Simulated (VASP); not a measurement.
Data:

```yaml
crystal:
  lattice:
    - [2.83008, 0.00000, 0.00000]
    - [0.00000, 2.83008, 0.00000]
    - [0.00000, 0.00000, 3.54862]
  atoms:
    - { symbol: Cu, position: [0.00000, 0.00000, 0.00000] }
    - { symbol: Au, position: [0.50000, 0.50000, 0.50000] }
```

Method: PBEsol GGA, VASP's PBE PAW potentials (set 64) (plane waves; VASP). Settings: 520 eV cut-off, Gaussian smearing of 0.050 eV, potentials Cu Au.

Give the energies of bands 1 to 14 at the high-symmetry points, in eV from the Fermi level.

| band | Γ | X | M | Z | R | A |
|---|---|---|---|---|---|---|
| 1 | -10.08 | -6.96 | -7.33 | -8.06 | -7.18 | -6.72 |
| 2 | -6.76 | -5.55 | -5.95 | -6.42 | -6.82 | -5.96 |
| 3 | -6.62 | -5.54 | -5.95 | -5.99 | -4.75 | -5.96 |
| 4 | -4.25 | -4.80 | -5.92 | -3.93 | -4.39 | -3.64 |
| 5 | -4.25 | -4.26 | -1.85 | -3.93 | -3.97 | -3.36 |
| 6 | -3.26 | -3.42 | -1.85 | -3.52 | -2.73 | -3.36 |
| 7 | -2.84 | -3.11 | -1.80 | -3.32 | -2.01 | -3.17 |
| 8 | -2.15 | -3.10 | -1.77 | -2.92 | -1.85 | -2.21 |
| 9 | -1.75 | -2.55 | -1.38 | -2.49 | -1.60 | -1.84 |
| 10 | -1.53 | -2.33 | -1.38 | -2.49 | -1.55 | -1.77 |
| 11 | -1.53 | -1.05 | 0.26 | -2.35 | -1.21 | 5.18 |
| 12 | 2.64 | -0.40 | 0.26 | -2.13 | -1.21 | 5.47 |
| 13 | 9.02 | 9.99 | 4.80 | 14.06 | 2.66 | 5.47 |
| 14 | 9.46 | 10.05 | 6.72 | 14.41 | 4.61 | 5.92 |

It has no gap at this level: it comes out as a metal or semimetal.

The compound is CuAu in the L1_0 structure. It was relaxed first.
